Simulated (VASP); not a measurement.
## NiAgO2: structure and properties in VASP

Aim: relax NiAgO2 with optB86b-vdW + U, compute its properties on that cell and hold them against experiment. The steps: full relaxation (optB86b-vdW + U), second relaxation, single point with fields (optB86b-vdW + U), band structure (optB86b-vdW + U), density of states (optB86b-vdW + U), electric field gradients (optB86b-vdW + U) and independent-particle dielectric function (optB86b-vdW + U). The start is a computed cell from the Materials Project.

Calculated with VASP 6.6.1; optB86b-vdW, DFT+U (Ni d 5 eV), spin-polarised from a ferromagnetic start; plane waves and PAW (Ni, Ag, O).

**Measured values to reproduce.**

“Orbital degeneracy removed by charge order in triangular antiferromagnet AgNiO2” (2007, arxiv:0705.0668) reports for AgNiO2, 2H hexagonal, ideal undistorted subcell, by neutron powder diffraction (2H polytype powder, average structure, 300 K): lattice constant a (a0 of the ideal P6_3/mmc subcell) 2.93919 ± 5e-05 Å [averaged ideal subcell that ignores the charge-order distortion; the actual structure is …].

Most raw output is cut from this account.

### 1. Starting point

Before any relaxation, the start is as follows. It takes space group P6_3/mmc (No. 194, hexagonal). The conventional cell has a = 2.999 Å, b = 2.999 Å, c = 12.315 Å, α = 90.00°, β = 90.00°, γ = 120.00°. Nearest to Ni lie 6 O at 2.00 Å. Nearest to Ag lie 2 O at 2.07 Å. O has 3 Ni at 2.00 Å and 1 Ag at 2.07 Å nearest. Farther neighbours and most contacts between anions are not listed.

### 2. Full relaxation (optB86b-vdW + U)

Properties are meant for the cell that this level of theory prefers, so cell and atoms are relaxed first (ISIF = 3) until forces and stress are small; EDIFFG sets the threshold. optB86b-vdW pairs nonlocal correlation with a less repulsive exchange of B86b form. LUSE_VDW switches on a nonlocal correlation term for dispersion. A Hubbard U penalises fractional filling of the localised shell, which semilocal functionals favour.

Input file INCAR:

```
SYSTEM = NiAgO2
PREC = Accurate
ENCUT = 520
EDIFF = 1E-06
NELM = 100
ISMEAR = 0
SIGMA = 0.05
LREAL = .FALSE.
ALGO = Normal
GGA = MK
AGGAC = 0
LUSE_VDW = .TRUE.
PARAM1 = 0.1234
PARAM2 = 1
LASPH = .TRUE.
NBANDS = 47
ISPIN = 2
MAGMOM = 1 1 0 0 0 0 0 0
LDAU = .TRUE.
LDAUTYPE = 2
LDAUL = 2 -1 -1
LDAUU = 5 0 0
LDAUJ = 0 0 0
LDAUPRINT = 1
LMAXMIX = 4
LORBIT = 11
LWAVE = .FALSE.
LCHARG = .FALSE.
KPAR = 4
IBRION = 2
NSW = 60
ISIF = 3
EDIFFG = -0.01
```

Input file POSCAR:

```
NiAgO2
1.0
    2.9991629743      0.0000000000      0.0000000000
   -1.4995814871      2.5973513258      0.0000000000
    0.0000000000      0.0000000000     12.3151270000
Ni Ag O
2 2 4
Direct
    0.0000000000      0.0000000000      0.5000000000
    0.0000000000      0.0000000000      0.0000000000
    0.6666666700      0.3333333300      0.7500000000
    0.3333333300      0.6666666700      0.2500000000
    0.3333333300      0.6666666700      0.4180620000
    0.6666666700      0.3333333300      0.9180620000
    0.6666666700      0.3333333300      0.5819380000
    0.3333333300      0.6666666700      0.0819380000
```

Input file KPOINTS:

```
Automatic mesh
0
Gamma
7 7 2
0 0 0
```

PAW data sets: Ni, Ag and O (PBE family, release 64).

Command:

```
$ mpirun -np 4 vasp_std
```

The job ended after 15 min (4 MPI ranks of Intel Xeon Platinum 8259CL at 2.50GHz (Skylake/Cascade Lake), shared host; peak memory 2.6 GiB; 59 min of CPU time).

The magnetic state follows from one typed start and may not be the lowest. The k-mesh is coarse for a metal. The PAW data sets were made with PBE, which is usual practice but a small mismatch for other functionals. The run keeps the 24 symmetry operations of its start, so it cannot find a distortion of lower symmetry.

The steps of the relaxation:

```tsv
step	energy less that of the first step (eV)	largest force (eV/Å)	pressure (GPa)	volume (Å³)
1	0.0000	0.1917	-7.08	95.93
2	-0.0864	0.0155	4.16	88.77
3	-0.1158	0.0799	0.00	91.05
4	-0.1236	0.0630	0.00	90.76
5	-0.1236	0.0670	-0.01	90.75
6	-0.1242	0.0260	-0.06	90.72
7	-0.1243	0.0128	-0.11	90.70
8	-0.1243	0.0006	-0.10	90.71
```

```tsv
conventional cell, symmetrised	before	after	change
a (Å)	2.999	2.932	-2.2 %
b (Å)	2.999	2.932	-2.2 %
c (Å)	12.315	12.186	-1.0 %
volume (Å³/atom)	11.99	11.34	-5.4 %
```

The relaxed structure:

```cif
data_structure
_symmetry_space_group_name_H-M 'P 1'
_symmetry_Int_Tables_number 1
_cell_length_a 2.9318
_cell_length_b 2.9318
_cell_length_c 12.1861
_cell_angle_alpha 90.000
_cell_angle_beta 90.000
_cell_angle_gamma 120.000
_cell_volume 90.71
loop_
_atom_site_label
_atom_site_type_symbol
_atom_site_fract_x
_atom_site_fract_y
_atom_site_fract_z
_atom_site_occupancy
Ni1 Ni 0.00000 0.00000 0.50000 1
Ni2 Ni 0.00000 0.00000 0.00000 1
Ag3 Ag 0.66667 0.33333 0.75000 1
Ag4 Ag 0.33333 0.66667 0.25000 1
O5 O 0.33333 0.66667 0.41853 1
O6 O 0.66667 0.33333 0.91853 1
O7 O 0.66667 0.33333 0.58147 1
O8 O 0.33333 0.66667 0.08147 1
```

This step gave:

- electrons: 66
- bands: 47
- irreducible k-points: 16
- symmetry operations: 24
- free energy (TOTEN): -19.56 eV
- energy at zero smearing: -19.56 eV
- Fermi energy: 5.662 eV
- pressure: -0.09556 GPa
- moment of the cell, from the last line of the log: 2 μB
- metallic, judged on the points sampled: yes
- SCF cycles over all ionic steps: 75

Spin moment in the PAW sphere by atom:

```tsv
atom	spin moment in the PAW sphere (μB)
Ni1	1.29
Ni2	1.29
Ag3	-0.08
Ag4	-0.08
O5	-0.10
O6	-0.10
O7	-0.10
O8	-0.10
```

It ends with a largest force of 0.001 eV/Å and a pressure of -0.10 GPa.

### 3. Second relaxation

A relaxation keeps the plane waves of the cell it began with, so it is repeated from the new cell, on a basis made for it. The mesh changes with the cell too.

INCAR is that of step 2.

Input file POSCAR:

```
NiAgO2
1.0
    2.9317951339      0.0000000000      0.0000000000
   -1.4658975669      2.5390090646      0.0000000000
    0.0000000000      0.0000000000     12.1860535087
Ni Ag O
2 2 4
Direct
    0.0000000000      0.0000000000      0.5000000000
    0.0000000000      0.0000000000      0.0000000000
    0.6666666700      0.3333333300      0.7500000000
    0.3333333300      0.6666666700      0.2500000000
    0.3333333300      0.6666666700      0.4185300564
    0.6666666700      0.3333333300      0.9185300564
    0.6666666700      0.3333333300      0.5814699436
    0.3333333300      0.6666666700      0.0814699436
```

Input file KPOINTS:

```
Automatic mesh
0
Gamma
8 8 2
0 0 0
```

Command:

```
$ mpirun -np 4 vasp_std
```

Wall time 4.5 min (4 MPI ranks); peak memory 2.6 GiB.

Little changed from the start: no atom moved by 0.005 Å and no cell edge by 0.1 %.

Numbers from this step:

```
irreducible k-points            : 20
free energy (TOTEN)             : -19.57 eV
energy at zero smearing         : -19.57 eV
Fermi energy                    : 5.712 eV
pressure                        : -0.002499 GPa
SCF cycles over all ionic steps : 24
```

It ends with a largest force of 0.008 eV/Å and a pressure of 0.00 GPa. The volume moved by only 0.09 %, so the volume is settled.

### 4. Single point with fields (optB86b-vdW + U)

The relaxed cell gets a fresh self-consistent run, on a basis set for its own volume, to fix the density and to check the remaining stress.

INCAR, as its differences from that of step 3:

```diff
@@ -27,7 +27,5 @@
 LWAVE = .FALSE.
-LCHARG = .FALSE.
-KPAR = 4
-IBRION = 2
-NSW = 60
-ISIF = 3
-EDIFFG = -0.01
+LCHARG = .TRUE.
+ISIF = 2
+LELF = .TRUE.
+LVHAR = .TRUE.
```

Input file POSCAR:

```
NiAgO2
1.0
    2.9308697717      0.0000000000      0.0000000000
   -1.4654348858      2.5382076775      0.0000000000
    0.0000000000      0.0000000000     12.1828271387
Ni Ag O
2 2 4
Direct
    0.0000000000      0.0000000000      0.5000000000
    0.0000000000      0.0000000000      0.0000000000
    0.6666666700      0.3333333300      0.7500000000
    0.3333333300      0.6666666700      0.2500000000
    0.3333333300      0.6666666700      0.4183611925
    0.6666666700      0.3333333300      0.9183611925
    0.6666666700      0.3333333300      0.5816388075
    0.3333333300      0.6666666700      0.0816388075
```

KPOINTS is that of step 3.

Command:

```
$ mpirun -np 4 vasp_std
```

Run time: 93 s. Hardware: 4 MPI ranks; peak memory 1.2 GiB.

With spin, VASP writes an ELF for each channel.

Numbers from this step:

```yaml
scf_cycles: 17
bands: 48
pressure: 0.02309 GPa
moment_of_the_cell_from_the_last_line_of_the_log: 2.000 μB
```

Valence electrons inside each PAW sphere by angular momentum. Sphere charges, by row:

```tsv
atom	s (e)	p (e)	d (e)	tot (e)
Ni1	0.412	0.587	8.275	9.274
Ni2	0.412	0.587	8.275	9.274
Ag3	0.418	0.308	9.125	9.851
Ag4	0.418	0.308	9.125	9.851
O5	1.564	3.391	0	4.955
O6	1.564	3.391	0	4.955
O7	1.564	3.391	0	4.955
O8	1.564	3.391	0	4.955
```

Spin density in the ac plane at fractional y = 0.333, with atoms of Ag and O within 0.2 Å of it.

Ten even steps from '0' (-0.14 e/Å³) to '9' (0.05 e/Å³), each cell a mean:
```
777777766676667
677776652232256
777777654212456
777777777767777
777777766434667
677776654212456
677776665313566
777777776656677
777777766666667
677776652000256
777777654565456
787787766676667
789987777777777
666666777777777
766667777777777
777777777777777
777777777777777
666666677777776
666666777777777
777777777777777
777777777777777
666666777777777
777777777777777
789987777777777
```
Columns run along a (2.9 Å), rows up along c (12.2 Å). Atoms in or near the plane, at fractional coordinates: Ag at (0.67, 0.75), O at (0.67, 0.92), O at (0.67, 0.58).

Electrostatic potential energy in the ac plane at fractional y = 0.333, with atoms of Ag and O within 0.2 Å of it. With pseudopotentials it is smooth inside the atoms' cores, unlike the true potential.

Values in eV, 24 rows by 15 columns, each cell a mean:
```
 -2  -4  -6  -6  -4  -2  -1  -1  -7 -15 -18 -15  -7  -1   0
  1   2   1   1   2   1   0 -15 -44 -51 -48 -51 -44 -14   0
  4   4   4   4   4   4   2  -6 -27 -40 -43 -40 -27  -6   2
  3   4   4   4   4   3   2   0  -3  -6  -8  -6  -3   0   2
 -1   2   2   2   2  -1  -9 -21 -33 -39 -41 -39 -33 -21  -9
-10   0   1   1   0 -10 -28 -46 -54 -54 -54 -54 -54 -46 -28
 -6   0   1   1   0  -7 -22 -39 -50 -53 -54 -53 -50 -39 -22
  1   3   3   3   3   1  -2  -9 -17 -23 -25 -23 -17  -9  -2
  4   4   5   5   4   4   3   1  -4 -12 -15 -12  -4   1   3
  3   4   4   4   4   3   1 -13 -43 -51 -49 -51 -43 -13   1
  0   0  -1  -1   0   0   0  -8 -31 -44 -45 -44 -31  -8   0
 -3  -7  -8  -9  -7  -3  -1   0   1  -1  -2  -1   1   0   0
 -2  -5  -7  -7  -5  -2   0   2   3   4   4   4   3   2   1
  2   0  -1  -1   0   1   3   4   4   5   5   5   4   4   3
  4   3   2   2   3   4   5   5   5   5   5   5   5   5   4
  3   3   3   3   3   3   4   4   4   5   5   5   4   4   4
 -1  -3  -5  -5  -3  -1   1   2   3   3   3   3   3   2   1
-10 -17 -21 -21 -17 -10  -3   0   1   2   2   2   1   0  -3
 -7 -13 -16 -16 -12  -6  -1   1   2   3   3   3   2   1  -1
  1   0   0   0   0   1   2   3   3   4   4   4   3   3   2
  4   3   3   3   3   4   4   5   5   5   5   5   5   5   4
  3   2   1   1   2   3   4   5   5   5   5   5   5   5   4
  0  -2  -3  -3  -2   0   2   3   4   4   4   4   4   3   2
 -3  -7  -9  -9  -7  -3   0   1   2   3   3   3   2   1   0
```
Columns run along a (2.9 Å; values clipped at the 3rd and 97th percentile), rows up along c (12.2 Å). Atoms in or near the plane, at fractional coordinates: Ag at (0.67, 0.75), O at (0.67, 0.92), O at (0.67, 0.58).

ELF of up spins in the ac plane at fractional y = 0.333, with atoms of Ag and O within 0.2 Å of it. It is the smooth field of the valence electrons, not physical close to the nuclei.

Ten even steps from '0' (0.00) to '9' (0.82), each cell a mean:
```
111111368888863
411114899757998
410014799888997
100001234555432
211112221111122
321123310000013
321123320000023
110011222222222
210012467888764
510015899767998
311113699878996
112211135666531
122221100000001
456654210000012
456654210000012
122221100000001
222222111111111
333333221111122
333333221111122
112211111000111
233332100000001
567765310000013
334433210000012
122221111121111
```
Columns run along a (2.9 Å), rows up along c (12.2 Å). Atoms in or near the plane, at fractional coordinates: Ag at (0.67, 0.75), O at (0.67, 0.92), O at (0.67, 0.58).

In this run the pressure is 0.02 GPa, small enough to go on; single stress components reach 0.16 GPa.

### 5. Band structure (optB86b-vdW + U)

The mesh alone shows little of the dispersion and can miss band extrema, so KPOINTS_OPT adds a path through the symmetry points after the self-consistent cycle.

INCAR, as its differences from that of step 4:

```diff
@@ -15,5 +15,5 @@
 LASPH = .TRUE.
-NBANDS = 47
+NBANDS = 59
 ISPIN = 2
-MAGMOM = 1 1 0 0 0 0 0 0
+MAGMOM = 1.298 1.298 -0.091 -0.091 -0.096 -0.096 -0.096 -0.096
 LDAU = .TRUE.
@@ -27,5 +27,3 @@
 LWAVE = .FALSE.
-LCHARG = .TRUE.
-ISIF = 2
-LELF = .TRUE.
-LVHAR = .TRUE.
+LCHARG = .FALSE.
+KPAR = 4
```

POSCAR is that of step 4.

KPOINTS is that of step 4.

Input file KPOINTS_OPT:

```
Line mode
12
Line-mode
Reciprocal
  0.00000000   0.00000000   0.00000000 GAMMA
  0.50000000   0.00000000   0.00000000 M

  0.50000000   0.00000000   0.00000000 M
  0.33333333   0.33333333   0.00000000 K

  0.33333333   0.33333333   0.00000000 K
  0.00000000   0.00000000   0.00000000 GAMMA

  0.00000000   0.00000000   0.00000000 GAMMA
  0.00000000   0.00000000   0.50000000 A

  0.00000000   0.00000000   0.50000000 A
  0.50000000   0.00000000   0.50000000 L

  0.50000000   0.00000000   0.50000000 L
  0.33333333   0.33333333   0.50000000 H

  0.33333333   0.33333333   0.50000000 H
  0.00000000   0.00000000   0.50000000 A

  0.50000000   0.00000000   0.50000000 L
  0.50000000   0.00000000   0.00000000 M

  0.33333333   0.33333333   0.00000000 K
  0.33333333   0.33333333   0.50000000 H
```

Command:

```
$ mpirun -np 4 vasp_std
```

The job ended after 5.6 min (4 MPI ranks; peak memory 2.7 GiB; 20 min of CPU time).

Spin-orbit coupling is off here; it would split degenerate levels.

This step gave:

| Property | Result |
| --- | --- |
| bands | 59 |
| pressure | 0.01481 GPa |

Spin up. The electronic bands at the labelled points (eV, zero at the Fermi level; # counts the bands kept in this run):

```tsv
point	#26	#27	#28	#29	#30	#31	#32	#33
Γ	-1.47	-0.93	-0.93	0.36	0.36	0.64	0.64	1.98
0.45 of the way	-1.70	-1.57	-1.17	-1.03	-0.37	0.19	0.51	2.62
M	-2.17	-1.97	-0.47	-0.43	0.23	0.48	0.58	2.94
0.45 of the way	-2.02	-1.87	-0.75	-0.33	0.04	0.22	0.44	3.81
K	-1.96	-1.53	-1.53	-0.21	-0.21	0.23	0.23	6.26
0.55 of the way	-1.82	-1.73	-1.41	-0.73	-0.31	-0.18	0.22	2.83
Γ	-1.47	-0.93	-0.93	0.36	0.36	0.64	0.64	1.98
0.55 of the way	-1.38	-1.03	-1.03	0.42	0.42	0.60	0.60	2.18
A	-1.20	-1.20	-1.20	0.52	0.52	0.52	0.52	2.59
0.45 of the way	-1.88	-1.44	-1.44	-0.63	-0.63	0.37	0.37	3.00
L	-2.33	-1.57	-1.57	0.28	0.28	0.42	0.42	3.01
0.55 of the way	-2.24	-1.29	-1.29	-0.21	-0.21	0.36	0.36	4.21
H	-2.28	-1.23	-1.23	-0.54	-0.54	0.37	0.37	6.32
0.45 of the way	-1.93	-1.57	-1.57	-0.48	-0.48	-0.18	-0.18	3.21
A	-1.20	-1.20	-1.20	0.52	0.52	0.52	0.52	2.59
jump to L	-2.33	-1.57	-1.57	0.28	0.28	0.42	0.42	3.01
0.45 of the way	-2.09	-2.02	-1.04	0.01	0.30	0.42	0.52	2.97
M	-2.17	-1.97	-0.47	-0.43	0.23	0.48	0.58	2.94
jump to K	-1.96	-1.53	-1.53	-0.21	-0.21	0.23	0.23	6.26
0.45 of the way	-2.03	-1.41	-1.41	-0.35	-0.35	0.30	0.30	6.28
H	-2.28	-1.23	-1.23	-0.54	-0.54	0.37	0.37	6.32
```

Of the projections kept (Ni, Ag, O), the largest for each band there, as a share of the weight inside these atoms' spheres; weight between the spheres isn't counted:

```tsv
point	#26	#27	#28	#29	#30	#31	#32	#33
Γ	O 0.94	O 0.75	O 0.75	O 0.60	O 0.60	O 0.58	O 0.58	Ag 0.52
M	O 0.59	O 0.51	Ag 0.70	O 0.53	O 0.61	Ag 0.45	O 0.60	Ag 0.83
K	O 0.51	Ni 0.44	Ni 0.44	O 0.54	O 0.54	O 0.42	O 0.42	Ag 0.91
Γ	O 0.94	O 0.75	O 0.75	O 0.60	O 0.60	O 0.58	O 0.58	Ag 0.52
A	O 0.83	O 0.83	O 0.83	O 0.59	O 0.59	O 0.59	O 0.59	Ag 0.49
L	O 0.56	O 0.36	O 0.36	Ag 0.43	Ag 0.43	O 0.60	O 0.60	Ag 0.82
```

Spin down. Electronic bands along the path, in eV, zero at the Fermi level; v1 is the highest filled band, c1 the lowest empty one:

```tsv
point	v4	v3	v2	v1	c1	c2	c3	c4
Γ	-1.65	-1.65	-1.09	-1.09	1.94	3.07	3.07	3.18
0.45 of the way	-1.98	-1.65	-1.40	-1.18	1.82	2.61	2.61	3.02
M	-2.08	-2.07	-0.59	-0.44	2.60	2.82	3.05	3.07
0.45 of the way	-2.03	-1.76	-0.61	-0.47	2.75	2.79	2.86	2.99
K	-1.93	-1.93	-0.59	-0.59	2.73	2.73	2.86	2.86
0.55 of the way	-1.94	-1.67	-1.56	-1.20	1.96	2.20	2.71	2.97
Γ	-1.65	-1.65	-1.09	-1.09	1.94	3.07	3.07	3.18
0.55 of the way	-1.50	-1.50	-1.16	-1.16	2.13	2.98	3.09	3.09
A	-1.31	-1.31	-1.31	-1.31	2.52	2.52	3.13	3.13
0.45 of the way	-1.66	-1.66	-1.38	-1.38	2.06	2.06	3.08	3.08
L	-2.13	-2.13	-0.49	-0.49	2.70	2.70	3.11	3.11
0.55 of the way	-1.94	-1.94	-0.54	-0.54	2.78	2.78	2.87	2.87
H	-2.05	-2.05	-0.59	-0.59	2.72	2.72	2.86	2.86
0.45 of the way	-1.64	-1.64	-1.48	-1.48	2.06	2.06	2.79	2.79
A	-1.31	-1.31	-1.31	-1.31	2.52	2.52	3.13	3.13
jump to L	-2.13	-2.13	-0.49	-0.49	2.70	2.70	3.11	3.11
0.45 of the way	-2.11	-2.09	-0.55	-0.45	2.63	2.77	3.07	3.09
M	-2.08	-2.07	-0.59	-0.44	2.60	2.82	3.05	3.07
jump to K	-1.93	-1.93	-0.59	-0.59	2.73	2.73	2.86	2.86
0.45 of the way	-1.96	-1.96	-0.59	-0.59	2.73	2.73	2.86	2.86
H	-2.05	-2.05	-0.59	-0.59	2.72	2.72	2.86	2.86
```

Of the projections kept (Ni, Ag, O), the largest for each band there, as a share of the weight inside these atoms' spheres; weight between the spheres isn't counted:

```tsv
point	v4	v3	v2	v1	c1	c2	c3	c4
Γ	O 0.95	O 0.95	O 0.74	O 0.74	Ag 0.51	Ni 0.73	Ni 0.73	Ni 0.71
M	O 0.49	Ni 0.69	Ag 0.69	Ag 0.55	Ni 0.66	Ni 0.82	Ni 0.76	Ag 0.82
K	Ni 0.66	Ni 0.66	Ag 0.58	Ag 0.58	Ni 0.80	Ni 0.80	Ni 0.80	Ni 0.80
Γ	O 0.95	O 0.95	O 0.74	O 0.74	Ag 0.51	Ni 0.73	Ni 0.73	Ni 0.71
A	O 0.77	O 0.77	O 0.77	O 0.77	Ag 0.49	Ag 0.49	Ni 0.72	Ni 0.72
L	Ni 0.58	Ni 0.58	Ag 0.61	Ag 0.61	Ni 0.70	Ni 0.70	Ag 0.52	Ag 0.52
```

There is no gap at this level.

### 6. Density of states (optB86b-vdW + U)

A density of states needs more k-points than a total energy, and tetrahedra (ISMEAR = -5) or a smearing that fits the mesh; LORBIT projects the states on the PAW spheres. The mesh is finer than in the run before.

INCAR, as its differences from that of step 5:

```diff
@@ -5,3 +5,3 @@
 NELM = 100
-ISMEAR = 0
+ISMEAR = -5
 SIGMA = 0.05
@@ -29 +29,2 @@
 KPAR = 4
+NEDOS = 2001
```

POSCAR is that of step 5.

Input file KPOINTS:

```
Automatic mesh
0
Gamma
11 11 3
0 0 0
```

Command:

```
$ mpirun -np 4 vasp_std
```

Wall time 3.6 min (4 MPI ranks); peak memory 3 GiB; 13 min of CPU time.

With tetrahedra the forces and stress of a metal are not exact derivatives of the energy.

Numbers from this step:

- SCF cycles: 16
- irreducible k-points: 32
- Fermi energy: 5.691 eV
- pressure: 0.05442 GPa
- DOS at the Fermi level, one point of the energy grid: 2.691 states/eV/cell

The density of states has structure finer than the step of the table below, so its rows give means over 1 eV, whole bins alone (the curve runs from -12.0 to 6.32 eV). Peaks (eV: height): total down -2.7: 7.93, -2.5: 10.1, -2.1: 9.31, 2.8: 7.64; total up -6.1: 9.61, -4.1: 9.60, -3.9: 11.2, -3.5: 10.2; Ni d up -6.1: 4.72, -4.1: 3.19, -3.9: 4.80, -3.6: 3.57; Ni d down -2.5: 5.09, -2.1: 3.41, 2.8: 5.44, 3.0: 4.35; Ag d up -4.9: 3.37, -4.2: 4.24, -3.9: 4.94, -3.5: 5.86.

States under -12.0 eV and over 6.3 eV are left out. Density of states against energy, zero at the Fermi level; means over each step; 7 of 17 lines; values in states/eV/cell:

```tsv
energy (eV)	total down	total up	Ni d up	Ni d down	Ag d up	Ag d down	O p up
-9	0	0	0	0	0	0	0
-8	5.1e-4	0.00426	9.2e-4	8.6e-5	6.1e-4	8.4e-5	0.00143
-7	1.37	2.10	0.653	0.231	0.266	0.237	0.647
-6	2.44	4.49	2.04	0.417	0.416	0.413	1.22
-5	4.28	3.76	1.02	0.523	1.43	1.92	0.565
-4	5.98	7.24	2.85	1.18	3.05	2.58	0.583
-3	6.48	5.68	1.55	2.21	2.52	2.51	0.807
-2	5.56	3.37	0.581	2.13	0.732	0.838	1.36
-1	1.84	2.01	0.365	0.247	0.433	0.609	0.790
0	0.123	3.31	0.919	0.0182	0.356	0.0591	1.51
1	0	0.130	0.0393	0	0.00949	0	0.0679
2	1.36	0.0634	0.00124	0.670	0.0172	0.129	0.0148
3	3.38	1.35	0.0348	2.09	0.243	0.110	0.341
4	1.09	0.435	0.00709	0.230	0.0504	0.114	0.0619
5	0.172	0.156	0.00132	0.00695	0.0188	0.0194	0.0125
```

[end of part 1 of 2]

[Lines on the potential files, build, host, timing and source positions are cut from VASP's logs without a mark.]

[Logs are printed without paths, hosts, clocks, repeated set-up lines and the standing remarks that a program may print on its own settings, such as how far it seeks lower states.]

[Hosts, paths, dates, database ids (printed as entryN), source tags and the programs' standing remarks are cut or masked in the printed files.]

[A measured line is paired with the nearest computed mode of its activity, which favours agreement.]

[In band tables of VASP the shares of atoms and orbitals are scaled to a sum of 1 inside the atoms' spheres.]
